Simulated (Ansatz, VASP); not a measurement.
# Sb2Pt (Geversite) in two plane-wave programs, part 2 of 3

Wanted: the spread between two codes on one cell, functional and k mesh. The cell is taken from a series of VASP runs on this material, whose earlier steps may have relaxed, scaled or displaced it; both programs get it as it stands. Valence electrons are named where the data sets of a main pair hold unlike numbers.

VASP 6.6.1 and Ansatz 0.2.0.

So far. Step 2 (VASP: band structure, r2SCAN with D3(BJ)): The run ends at a pressure of 0.02 GPa, with forces up to 0.0026 eV/Å.

### 3. Ansatz: band structure, r2SCAN with D3(BJ)

Level of this step: Ansatz beside VASP: Kohn-Sham DFT, plane waves, r2SCAN with D3(BJ) (Ansatz).

Ansatz runs on its default PAW (the set named soft_2) files.

The same cell, functional, mesh and smearing now go to Ansatz, which takes its cutoff from its data sets.

input.yaml reads:

```yaml
crystal:
  lattice:
    - [6.4662014977, 0.0, 0.0]
    - [0.0, 6.4662014977, 0.0]
    - [0.0, 0.0, 6.4662014977]
  atoms:
    - { symbol: Pt, position: [0.0, 0.5, 0.5] }
    - { symbol: Pt, position: [0.5, 0.5, 0.0] }
    - { symbol: Pt, position: [0.5, 0.0, 0.5] }
    - { symbol: Pt, position: [0.0, 0.0, 0.0] }
    - { symbol: Sb, position: [0.375271434, 0.124728566, 0.875271434] }
    - { symbol: Sb, position: [0.124728566, 0.875271434, 0.375271434] }
    - { symbol: Sb, position: [0.875271434, 0.375271434, 0.124728566] }
    - { symbol: Sb, position: [0.624728566, 0.624728566, 0.624728566] }
    - { symbol: Sb, position: [0.624728566, 0.875271434, 0.124728566] }
    - { symbol: Sb, position: [0.875271434, 0.124728566, 0.624728566] }
    - { symbol: Sb, position: [0.124728566, 0.624728566, 0.875271434] }
    - { symbol: Sb, position: [0.375271434, 0.375271434, 0.375271434] }
hamiltonian:
  xc: r2scan
  pseudopotentials: { kind: paw }
  dispersion: d3bj
kpoints:
  mp_grid: { grid: [4, 4, 4] }
  band_path:
    path:
      - [0.0, 0.0, 0.0]
      - [0.0, 0.09091, 0.0]
      - [0.0, 0.18182, 0.0]
      - [0.0, 0.22727, 0.0]
      - [0.0, 0.31818, 0.0]
      - [0.0, 0.40909, 0.0]
      - [0.0, 0.5, 0.0]
      - [0.09091, 0.5, 0.0]
      - [0.22727, 0.5, 0.0]
      - [0.31818, 0.5, 0.0]
      - [0.45455, 0.5, 0.0]
      - [0.5, 0.5, 0.0]
      - [0.40909, 0.40909, 0.0]
      - [0.27273, 0.27273, 0.0]
      - [0.18182, 0.18182, 0.0]
      - [0.04545, 0.04545, 0.0]
      - [0.0, 0.0, 0.0]
      - [0.13636, 0.13636, 0.13636]
      - [0.22727, 0.22727, 0.22727]
      - [0.36364, 0.36364, 0.36364]
      - [0.45455, 0.45455, 0.45455]
      - [0.5, 0.5, 0.5]
      - [0.36364, 0.5, 0.36364]
      - [0.27273, 0.5, 0.27273]
      - [0.13636, 0.5, 0.13636]
      - [0.04545, 0.5, 0.04545]
      - [0.5, 0.5, 0.04545]
      - [0.5, 0.5, 0.13636]
      - [0.5, 0.5, 0.27273]
      - [0.5, 0.5, 0.36364]
      - [0.5, 0.5, 0.5]
    npoints: 1
scf:
  occupations: { method: gaussian, width: 0.05 }
  n_extra_bands: 12
output:
  forces: true
  stress: true
  eigenvalues: true
```

Command:

```console
$ ansatz run input.yaml --threads 4 --pin off --max-ram 9216MiB --backend cpu --events-out ev --progress --plain --runs-dir out
```

Numbers of over 12 decimals in the logs are rounded to 6 here.

What it wrote:

```text
Warning: the engine holds no damping parameters fitted to this dispersion correction and functional, so the run takes those fitted to r2scan beside the three-body term, which d3bj leaves out (hamiltonian.dispersion, under Limitations)
scf.n_extra_bands = 12 over 96 filled bands (N_el = 192.0): the run solves 108 bands
Engine: ansatz 0.2.0, aarch64-unknown-linux-gnu
Pseudopotentials: kind: paw
Pseudopotential: Pt, paw, valence charge 18, recommended cutoff 500 eV (meta_gga), Pt.paw.azcp
Pseudopotential: Sb, paw, valence charge 15, recommended cutoff 500 eV (meta_gga), Sb.paw.azcp
Functional definition: r2SCAN
  parameter k0 = 0.174
  parameter k1 = 0.065
  parameter a1 = 4.9479
  exchange = r2scan_x(k0 = k0, k1 = k1, a1 = a1)
  correlation = r2scan_c
Crystal: 12 atoms, lattice volume = 270.363 Å³
Basis set: ecut = 500 eV, 6859 PW (Γ), exchange–correlation on 192×192×192 points (64 copies of the dense FFT grid, shifted against one another)
Bands: 108, of which v1, the nominal top of the filled ones, is band 96 counted from 1 (95 counted from 0)
Symmetry: 24 space group operations
Space group: Pa-3 (ITA 205), of the structure as read, at distance tolerance 6.5e-5 Å
k-points: 11 of 64
Non-local potential: Pt, projectors of the file, l = 0: 3, l = 1: 2, l = 2: 2, l = 3: 1
Non-local potential: Sb, projectors of the file, l = 0: 2, l = 1: 2, l = 2: 2, l = 3: 2
PAW form: soft (Blöchl's): semilocal exchange-correlation on the pseudo side does not see the compensation charge
PAW frozen core: Pt, regenerated for the run's functional (the file was generated under x = pbe(κ = 0.804, μ = 0.219515), c = pbe(β = 0.066725))
PAW frozen core: Sb, regenerated for the run's functional (the file was generated under x = pbe(κ = 0.804, μ = 0.219515), c = pbe(β = 0.066725))
PAW one-centre angular grid: Pt, 590 points (default); XC on 160 Gauss nodes
PAW one-centre angular grid: Sb, 590 points (default); XC on 160 Gauss nodes
Initial density: superposition of atomic densities (neutral atoms: chi_scale 0, normalization atom), corrected by the library's trained network
Initial wavefunctions: pseudopotential atomic-orbital guess
Functional: x = r2scan, c = r2scan; τ floored in thin density (d = 2e-4 eV/Å³)
SCF iter   1: F=—  HF=-102149.726644 eV  |F-HF|=—  |Δ(HF+E_count)|=         —  Δρ=6.90e-3  dr2=1.66e-1  dr2_τ=1.20e-1  ethr=1.77e-3  ⟨swp⟩=5.9  Hψ=4417  notcnv=0  defer=2
preconditioner: auto → Kerker (q_TF=auto, 2.577 Å⁻¹)  [metal: Δε(μ)=0.038 eV  Ē_g=7.739 eV  σ=0.050 eV  W_gap=0.40  n_scr=80 (ndim 8)  ℏωp=20.2 eV  f_vac=0.000  D(μ)=3.81/eV (n_scr^D=18)]
SCF iter   2: F=—  HF=-102149.836086 eV  |F-HF|=—  |Δ(HF+E_count)|=   1.09e-1  Δρ=3.69e-3  dr2=2.72e-2  dr2_τ=5.50e-3  ethr=8.66e-5  ⟨swp⟩=2.0  Hψ=1893  notcnv=0  defer=58
SCF iter   3: F=—  HF=-102149.841367 eV  |F-HF|=—  |Δ(HF+E_count)|=   5.28e-3  Δρ=1.84e-3  dr2=9.46e-3  dr2_τ=2.78e-4  ethr=1.42e-5  ⟨swp⟩=1.0  Hψ=1130  notcnv=0  defer=58
SCF iter   4: F=—  HF=-102149.842363 eV  |F-HF|=—  |Δ(HF+E_count)|=   9.96e-4  Δρ=4.10e-4  dr2=5.51e-4  dr2_τ=8.35e-6  ethr=4.92e-6  ⟨swp⟩=2.1  Hψ=1602  notcnv=0  defer=58
SCF iter   5: F=—  HF=-102149.842531 eV  |F-HF|=—  |Δ(HF+E_count)|=   1.68e-4  Δρ=1.04e-4  dr2=2.65e-5  dr2_τ=5.79e-7  ethr=2.87e-7  ⟨swp⟩=2.0  Hψ=1562  notcnv=0  defer=58
SCF iter   6: F=—  HF=-102149.842953 eV  |F-HF|=—  |Δ(HF+E_count)|=   4.22e-4  Δρ=2.92e-5  dr2=3.05e-6  dr2_τ=1.43e-7  ethr=1.38e-8  ⟨swp⟩=3.0  Hψ=2057  notcnv=0  defer=58
SCF iter   7: F=—  HF=-102149.842953 eV  |F-HF|=—  |Δ(HF+E_count)|=   1.32e-7  Δρ=7.12e-6  dr2=1.74e-7  dr2_τ=4.57e-9  ethr=1.59e-9  ⟨swp⟩=2.0  Hψ=2010  notcnv=0  defer=58
SCF iter   8: F=-102149.842953 eV  HF=-102149.842953 eV  |F-HF|=9.75e-10  |Δ(HF+E_count)|=   1.12e-7  Δρ=2.40e-6  dr2=2.09e-8  dr2_τ=6.49e-10  ethr=5.21e-11  ⟨swp⟩=8.5  Hψ=4929  notcnv=0
SCF 1 converged in 8 iterations: F = -102149.842953 eV  dr2 = 2.09e-8
  greatest PAW one-centre occupation: 1.000 electrons in one spin orbital (limit 2), on the Pt atom at site 3 (counted from 0), in its partial waves of l = 0
NSCF: frozen V_eff on 31 k-points
SCF converged after 8 iterations
Free energy (F): -102149.842953 eV
Harris-Foulkes:  -102149.842953 eV  (|F-HF|=9.75e-10)
Internal energy: -102149.838365 eV  (E = F + TS)
E sigma→0 (E₀):  -102149.840659 eV
Entropy (-TS):   -0.004588 eV (-0.382 meV/atom)
Fermi energy:    14.312746 eV
--- Per-component energies (eV) ---
  E_band       = -2177.115536
  E_kinetic    = 4212.556817
  E_local      = -19742.237975  (includes V_loc(G=0)·N_el)
  E_nonlocal   = 3715.135475
  E_hartree    = 8473.237023
  E_xc         = -2027.078679
  E_vxc        = -2184.250634  (∫ρ·V_xc dr)
  E_paw        = -74746.878302  (= ΣΔE_a)
  E_vpaw       = -5267.141079  (= ΣTr[D̂ρ^β])
  E_aug_tail   = 0.000602  (compensation charges beyond the density's cutoff)
  E_vtau       = 142.352653  (kinetic-family band-sum trace: ∫τ·v_τ [+ j·A + Jᵃ·Aᵃ] dr)
  E_ewald      = -22034.353452
  E_disp       = -3.342193  (pairwise vdW)
  E_core_change = 3.122318  (= ΣΔE_core)
  E_smearing   = -0.004588  (= −TS)
  E_closure    = -0.000000  (closes the sum)
  Σ components = -102149.842953   (vs F -102149.842953, Δ=0.00e0)
--- Forces (eV/Å), atoms counted from 1 ---
  atom   1  Pt     0.00000000    -0.00000000     0.00000000
  atom   2  Pt     0.00000000    -0.00000000     0.00000000
  atom   3  Pt     0.00000000    -0.00000000     0.00000000
  atom   4  Pt     0.00000000    -0.00000000     0.00000000
  atom   5  Sb     0.01951225    -0.01951225     0.01951225
  atom   6  Sb    -0.01951225     0.01951225     0.01951225
  atom   7  Sb     0.01951225     0.01951225    -0.01951225
  atom   8  Sb    -0.01951225    -0.01951225    -0.01951225
  atom   9  Sb    -0.01951225     0.01951225    -0.01951225
  atom  10  Sb     0.01951225    -0.01951225    -0.01951225
  atom  11  Sb    -0.01951225    -0.01951225     0.01951225
  atom  12  Sb     0.01951225     0.01951225     0.01951225
  max |Σ_I F_I| component: 2.78e-17 eV/Å
--- Stress (GPa, compression-positive) ---
        0.159230      -0.000000       0.000000
       -0.000000       0.159230       0.000000
        0.000000       0.000000       0.159230
  P = ⅓ Tr σ = 0.1592 GPa (1.592 kbar)
--- Band table (eV; the first three rows and the last of 11) ---
  k-point 0: bands = [... 92 lower, 12.3192, 13.7141, 13.7141, 13.7141, 14.3334, 14.3334, 14.3334, 15.3761, ... 8 higher]
  k-point 1: bands = [... 92 lower, 12.6144, 13.2758, 13.3839, 14.2918, 14.6017, 14.6368, 14.7336, 15.6930, ... 8 higher]
  k-point 2: bands = [... 92 lower, 12.7422, 12.7422, 13.5350, 13.5350, 15.1570, 15.1570, 15.9354, 15.9354, ... 8 higher]
  k-point 10: bands = [... 92 lower, 13.5526, 13.5526, 13.5526, 13.5526, 14.3419, 14.3419, 14.3419, 14.3419, ... 8 higher]
```

Elapsed: 23 s, on 4 threads of Arm Neoverse V2, shared host; peak memory 1.6 GiB.

### 4. Differences

Known differences besides the potentials themselves: VASP keeps PBE cores, Ansatz makes them for the functional; the data sets hold 192 valence electrons in Ansatz (on its default PAW (the set named soft_2) files) and 80 in VASP; the cutoff is 500 eV in Ansatz and 400 eV in VASP. Total energies have different zeros and are not compared.

Compared:

```
                     quantity  Ansatz   VASP  difference
               pressure (GPa)    0.16   0.02       +0.14
gap over the path points (eV)   0.026  0.027      -0.001
```

Levels at points of the path, from each program's valence-band top (eV; 4 filled, then empty):

```
k (reciprocal lattice)                                  Ansatz                                    VASP
     0.000 0.000 0.000  -1.99 -0.59 -0.59 -0.59 0.03 0.03 0.03  -2.00 -0.59 -0.59 -0.59 0.03 0.03 0.03
     0.000 0.091 0.000  -2.17 -0.68 -0.66 -0.39 0.06 0.08 0.09  -2.18 -0.68 -0.66 -0.39 0.06 0.08 0.09
     0.000 0.182 0.000  -2.03 -0.84 -0.84 -0.06 0.16 0.21 0.23  -2.03 -0.84 -0.84 -0.06 0.16 0.21 0.24
     0.000 0.227 0.000   -1.81 -0.96 -0.91 0.00 0.25 0.29 0.35   -1.81 -0.96 -0.91 0.00 0.24 0.29 0.36
     0.000 0.318 0.000  -1.35 -1.26 -0.90 -0.27 0.46 0.47 0.68  -1.35 -1.26 -0.90 -0.27 0.46 0.47 0.68
     0.000 0.409 0.000  -1.61 -0.98 -0.90 -0.77 0.71 0.71 1.11  -1.61 -0.98 -0.90 -0.77 0.71 0.71 1.11
     0.000 0.500 0.000  -1.57 -1.57 -0.77 -0.77 0.85 0.85 1.63  -1.57 -1.57 -0.77 -0.77 0.85 0.85 1.63
     0.091 0.500 0.000  -1.55 -1.55 -0.78 -0.78 0.86 0.86 1.61  -1.55 -1.55 -0.78 -0.78 0.86 0.86 1.61
     0.227 0.500 0.000  -0.95 -0.95 -0.87 -0.87 1.02 1.02 1.49  -0.95 -0.95 -0.87 -0.87 1.02 1.02 1.49
     0.318 0.500 0.000  -0.96 -0.96 -0.56 -0.56 1.28 1.28 1.38  -0.96 -0.96 -0.56 -0.56 1.28 1.28 1.38
```

At this near-relaxed geometry the largest component of a force difference is 18 meV/Å. Among the levels compared at these points, filled levels agree within 9 meV and empty ones within 4 meV.

### 5. What the set-up changes

Further runs change the set-up of one program: Ansatz's method, potentials or start, or VASP's data sets, cutoff or form of LDA. The table gives Ansatz less VASP for each quantity, since a change that brings one quantity closer may part another.

```
                                    run  r.m.s. force difference (meV/Å)  pressure (GPa)  gap over the path points (eV)
                               as above                               15            0.14                        -0.0013
                   cores kept as stored                               14            0.14                        -5.0e-4
Ansatz's larger PAW set (cutoff 900 eV)                               16            0.16                         0.0038
```

### 6. Ansatz: single point, r2SCAN with D3(BJ)

With cell and atoms fixed, the geometry can't cause a difference; cores, projectors, grids and the points listed under the comparison can.

The cell is taken from a series of VASP runs on this material, whose earlier steps may have relaxed, scaled or displaced it; both programs get it as it stands.

input.yaml, the sections that differ from step 3:

```yaml
kpoints:
  mp_grid: { grid: [5, 5, 5] }
scf:
  occupations: { method: tetrahedron }
output:
  forces: true
  stress: true
# crystal, hamiltonian: as in step 3
```

What it wrote:

```text
Warning: output.forces, output.stress, relax.cell or npt_langevin: where a Kohn–Sham band that disperses or a degenerate level is filled in part under the method tetrahedron, the forces or the stress that this run publishes need not agree with its energy (scf.occupations.method in the input reference, under Limitations); prefer a smearing scheme for the forces or the stress
[...]
k-point 0: bands = [... 92 lower, 12.3174, 13.7141, 13.7141, 13.7141, 14.3282, 14.3282, 14.3282, 15.3780, ... 17 higher]
  k-point 1: bands = [... 92 lower, 12.3617, 13.4222, 13.4358, 14.2834, 14.4978, 14.5449, 14.5832, 15.5766, ... 17 higher]
  k-point 2: bands = [... 92 lower, 12.7326, 13.2969, 13.4767, 13.5250, 14.9924, 14.9964, 15.3708, 16.2303, ... 17 higher]
  k-point 10: bands = [... 92 lower, 12.8242, 13.3281, 13.4616, 13.4616, 14.5382, 15.0992, 15.0992, 15.2224, ... 17 higher]
[key lines of the parts left out:]
SCF converged after 7 iterations
Free energy (F): -102149.813398 eV
Fermi energy:    14.283423 eV
P = ⅓ Tr σ = 0.0678 GPa (0.678 kbar)
```

Elapsed: 11 s, on 4 threads; peak memory 1.6 GiB.

The run ends at a pressure of 0.07 GPa, with forces up to 0.019 eV/Å.

### 7. VASP: single point, r2SCAN with D3(BJ)

The same cell, functional, mesh and smearing now go to VASP, with its own data sets.

INCAR reads:

```
SYSTEM = Sb2Pt
PREC = Accurate
ENCUT = 400
EDIFF = 1E-06
NELM = 100
ISMEAR = -5
SIGMA = 0.05
LREAL = .FALSE.
ALGO = Normal
METAGGA = R2SCAN
IVDW = 12
VDW_S6 = 1
VDW_S8 = 0.78981345
VDW_A1 = 0.49484001
VDW_A2 = 5.73083694
LASPH = .TRUE.
NBANDS = 68
LORBIT = 11
LWAVE = .FALSE.
LCHARG = .FALSE.
KPAR = 4
NEDOS = 2001
```

POSCAR reads:

```
Sb2Pt
1.0
    6.4662014977      0.0000000000      0.0000000000
    0.0000000000      6.4662014977      0.0000000000
    0.0000000000      0.0000000000      6.4662014977
Pt Sb
4 8
Direct
    0.0000000000      0.5000000000      0.5000000000
    0.5000000000      0.5000000000      0.0000000000
    0.5000000000      0.0000000000      0.5000000000
    0.0000000000      0.0000000000      0.0000000000
    0.3752714340      0.1247285660      0.8752714340
    0.1247285660      0.8752714340      0.3752714340
    0.8752714340      0.3752714340      0.1247285660
    0.6247285660      0.6247285660      0.6247285660
    0.6247285660      0.8752714340      0.1247285660
    0.8752714340      0.1247285660      0.6247285660
    0.1247285660      0.6247285660      0.8752714340
    0.3752714340      0.3752714340      0.3752714340
```

KPOINTS reads:

```
Automatic mesh
0
Gamma
5 5 5
0 0 0
```

Potentials, in the order of the species: Pt and Sb (PBE family, release 64).

Command:

```console
$ mpirun -np 4 vasp_std
```

What it wrote:

```text
[banner, memory and clock lines left out]
running    4 mpi-ranks, on    1 nodes
[...]
[... a notice as in an earlier step ...]

 LDA part: xc-table for (None), standard interpolation
 POSCAR, INCAR and KPOINTS ok, starting setup
[...]
entering main loop
       N       E                     dE             d eps       ncg     rms          rms(c)
DAV:   1     0.163118753263E+02    0.16312E+02   -0.26748E+04  1496   0.842E+02
DAV:   2    -0.412225634270E+03   -0.42854E+03   -0.39753E+03  1736   0.188E+02
DAV:   3    -0.435629458522E+03   -0.23404E+02   -0.22858E+02  1768   0.466E+01
DAV:   4    -0.435903452092E+03   -0.27399E+00   -0.27323E+00  1720   0.558E+00
[...]
DAV:  12    -0.418054784292E+03    0.15055E-03   -0.28896E-04  1608   0.854E-02    0.779E-03
DAV:  13    -0.418054787712E+03   -0.34200E-05   -0.21166E-05  1676   0.150E-02    0.100E-02
DAV:  14    -0.418054787408E+03    0.30411E-06   -0.42234E-07   872   0.277E-03
   1 F= -.42139495E+03 E0= -.42139495E+03  d E =0.000000E+00
```

From OUTCAR (step 7):

```text
 Edisp (eV)   -3.34016

  Total      -0.14725    -0.14725    -0.14725     0.00000     0.00000     0.00000
  in kB      -0.87259    -0.87259    -0.87259     0.00000     0.00000     0.00000
  external pressure =       -0.87 kB  Pullay stress =        0.00 kB

 POSITION                                       TOTAL-FORCE (eV/Angst)
 -----------------------------------------------------------------------------------
      0.00000      3.23310      3.23310         0.000000      0.000000     -0.000000
      3.23310      3.23310      0.00000         0.000000      0.000000     -0.000000
      3.23310      0.00000      3.23310         0.000000      0.000000     -0.000000
      0.00000      0.00000      0.00000         0.000000      0.000000     -0.000000
      2.42658      0.80652      5.65968        -0.007384      0.007384     -0.007384
      0.80652      5.65968      2.42658         0.007384     -0.007384     -0.007384
      5.65968      2.42658      0.80652        -0.007384     -0.007384      0.007384
      4.03962      4.03962      4.03962         0.007384      0.007384      0.007384
      4.03962      5.65968      0.80652         0.007384     -0.007384      0.007384
      5.65968      0.80652      4.03962        -0.007384      0.007384      0.007384
      0.80652      4.03962      5.65968         0.007384      0.007384     -0.007384
      2.42658      2.42658      2.42658        -0.007384     -0.007384     -0.007384
 -----------------------------------------------------------------------------------
    total drift:                                0.000000     -0.000000     -0.000000

  FREE ENERGIE OF THE ION-ELECTRON SYSTEM (eV)
  ---------------------------------------------------
  free  energy   TOTEN  =      -421.3949462613 eV

  energy  without entropy=     -421.3949462613  energy(sigma->0) =     -421.39494626

[... 2 parts as in an earlier step ...]

[... 1 further part left out ...]
[key lines of the parts left out:]
E-fermi :   9.0987
```

The run ends at a pressure of -0.09 GPa, with forces up to 0.013 eV/Å.

### 8. Differences

What differs besides the data sets and the points named for the pairs above, as far as they apply: the data sets hold 192 valence electrons in Ansatz (on its default PAW (the set named soft_2) files) and 80 in VASP. Total energies have different zeros and are not compared.

Both answers:

```
      quantity  Ansatz   VASP  difference
pressure (GPa)    0.07  -0.09       +0.16
```

At this near-relaxed geometry the largest component of a force difference is 18 meV/Å.

### 9. What the set-up changes

Further runs change the set-up of one program: Ansatz's method, potentials or start, or VASP's data sets, cutoff or form of LDA. The table gives Ansatz less VASP for each quantity, since a change that brings one quantity closer may part another.

```
                                    run  r.m.s. force difference (meV/Å)  pressure (GPa)
                               as above                               15            0.16
                   cores kept as stored                               15            0.15
Ansatz's larger PAW set (cutoff 900 eV)                               16            0.18
```

(Part 2 of 3 ends here.)

[Lines on the potential files, build, host, timing and source positions are cut from VASP's logs without a mark.]

[Logs are printed without paths, hosts, clocks, repeated set-up lines and the standing remarks that a program may print on its own settings, such as how far it seeks lower states.]

[Hosts, paths, dates, database ids (printed as entryN), source tags and the programs' standing remarks are cut or masked in the printed files.]
